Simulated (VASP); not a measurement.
Data:

```
InP
1.0
    0.00000     3.02146     3.02146
    3.02146     0.00000     3.02146
    3.02146     3.02146     0.00000
In P
1 1
Cartesian
  0.00000   0.00000   0.00000
  1.51073   1.51073   1.51073
```

Method: rev-vdW-DF2, VASP's PBE PAW potentials (set 64) (plane waves; VASP 6.6.1). Numerical set-up: 520 eV cut-off, 8×8×8 Γ-centred mesh, Gaussian smearing of 0.050 eV, potentials In_d P.

Task: Give the stress tensor in GPa (positive for a compressed cell).

Result: 
```
-3.13   0.00   0.00
 0.00  -3.13   0.00
 0.00   0.00  -3.13
```
The pressure is its mean diagonal, -3.13 GPa.

The compound is InP in the zinc blende structure. This cell is one point of a volume scan, at 1.06 of the reference volume.
